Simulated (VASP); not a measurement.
All values below come from r2SCAN meta-GGA with spin-orbit coupling, VASP's PBE PAW potentials (set 64) (plane waves; VASP).

The input files of a VASP run:

File KPOINTS_OPT:
```
k-points along high-symmetry lines
8
Line-mode
Reciprocal
  0.000000   0.000000   0.000000 ! GAMMA
 -0.500000  -0.500000   0.000000 ! X

 -0.500000  -0.500000   0.000000 ! X
 -0.375000  -0.375000   0.250000 ! U

 -0.375000  -0.000000   0.375000 ! K
  0.000000   0.000000   0.000000 ! GAMMA

  0.000000   0.000000   0.000000 ! GAMMA
 -0.000000  -0.000000   0.500000 ! L

 -0.000000  -0.000000   0.500000 ! L
 -0.500000  -0.250000   0.250000 ! W

 -0.500000  -0.250000   0.250000 ! W
 -0.500000  -0.500000   0.000000 ! X
```

**INCAR**
```
! general
SYSTEM    =GaSb
PREC      =Accurate
ENCUT     =400
LREAL     =F
LASPH     =T

! electronic loop
EDIFF     =1E-6
NELM      =100
ALGO      =Normal
LMAXMIX   =4
LMIXTAU   =T

! smearing
ISMEAR    =0
SIGMA     =0.05

! functional
METAGGA   =R2SCAN
GGA_COMPAT=F

! spin
MAGMOM    =0 0 0 0 0 0
LSORBIT   =T

! output
LWAVE     =F
LCHARG    =F
```

**POSCAR**
```
GaSb
1
   -0.0000000000     3.0635876920     3.0635876920
    3.0635876920     0.0000000000     3.0635876920
    3.0635876920     3.0635876920    -0.0000000000
Ga Sb
1 1
Direct
  0.0000000000   0.0000000000   0.0000000000
  0.2500000000   0.2500000000   0.2500000000
```

KPOINTS:
```
Automatic mesh
0
G
 7 7 7
0 0 0
```

POTCAR, in this order: Ga_d Sb (PBE.64 set). Program: vasp_ncl.

Output

OSZICAR:
```
       N       E                     dE             d eps       ncg     rms          rms(c)
DAV:   1     0.724109702641E+02    0.72411E+02   -0.74947E+03  1568   0.155E+03
DAV:   2    -0.278432185053E+02   -0.10025E+03   -0.97066E+02  1716   0.360E+02
DAV:   3    -0.391668619240E+02   -0.11324E+02   -0.11160E+02  1938   0.108E+02
DAV:   4    -0.394833291214E+02   -0.31647E+00   -0.31551E+00  1730   0.196E+01
DAV:   5    -0.394919300734E+02   -0.86010E-02   -0.85982E-02  2050   0.308E+00    0.329E+00
DAV:   6    -0.376098505442E+02    0.18821E+01   -0.40671E-01  1736   0.113E+01    0.221E+00
DAV:   7    -0.375626652096E+02    0.47185E-01   -0.31359E-01  1676   0.710E+00    0.127E+00
DAV:   8    -0.376380391626E+02   -0.75374E-01   -0.17987E-01  1582   0.436E+00    0.256E-01
DAV:   9    -0.376519117968E+02   -0.13873E-01   -0.98126E-03  1848   0.936E-01    0.210E-01
DAV:  10    -0.376436427862E+02    0.82690E-02   -0.27464E-03  1646   0.448E-01    0.351E-01
DAV:  11    -0.376547234299E+02   -0.11081E-01   -0.21126E-02  1580   0.126E+00    0.103E-01
DAV:  12    -0.376545172617E+02    0.20617E-03   -0.16506E-03  1658   0.432E-01    0.466E-02
DAV:  13    -0.376543851161E+02    0.13215E-03   -0.14223E-04  1726   0.102E-01    0.347E-02
DAV:  14    -0.376549724776E+02   -0.58736E-03   -0.22662E-04  1578   0.148E-01    0.401E-02
DAV:  15    -0.376550042610E+02   -0.31783E-04   -0.29489E-05  1816   0.712E-02    0.233E-02
DAV:  16    -0.376550014495E+02    0.28115E-05   -0.54315E-05  1614   0.577E-02    0.135E-02
DAV:  17    -0.376550048258E+02   -0.33764E-05   -0.10622E-05  1730   0.404E-02    0.794E-03
DAV:  18    -0.376550046979E+02    0.12789E-06   -0.38224E-07  1172   0.633E-03
   1 F= -.37655005E+02 E0= -.37655002E+02  d E =-.493593E-05  mag=     0.0000    -0.0000     0.0000
       N       E                     dE             ncg
       N       E                     dE             ncg
```

### OUTCAR
```
------------------------ aborting loop because EDIFF is reached ----------------------------------------
  FORCE on cell =-STRESS in cart. coord.  units (eV):
  Direction    XX          YY          ZZ          XY          YZ          ZX
  --------------------------------------------------------------------------------------
  Total        0.0335919      0.0335919      0.0335919      0.0000000      0.0000000     -0.0000000
  in kB        0.9358901      0.9358901      0.9358901      0.0000000      0.0000000     -0.0000000
  external PRESSURE =       0.9358901 kB  Pullay stress =       0.0000000 kB
  volume of cell :       57.51
      direct lattice vectors                 reciprocal lattice vectors
     0.000000000  3.063587692  3.063587692    -0.163207341  0.163207341  0.163207341
     3.063587692  0.000000000  3.063587692     0.163207341 -0.163207341  0.163207341
     3.063587692  3.063587692  0.000000000     0.163207341  0.163207341 -0.163207341
  FREE ENERGIE OF THE ION-ELECTRON SYSTEM (eV)
  ---------------------------------------------------
  free  energy   TOTEN  =       -37.6550046979 eV

  energy  without entropy=      -37.6549997620  energy(sigma->0) =      -37.65500223

 Ion:    1  E_soc:     -0.0118767

 Ion:    2  E_soc:     -0.1154110
```
(Selected blocks of OUTCAR.)

The compound is GaSb in the zinc blende structure. It was relaxed first.
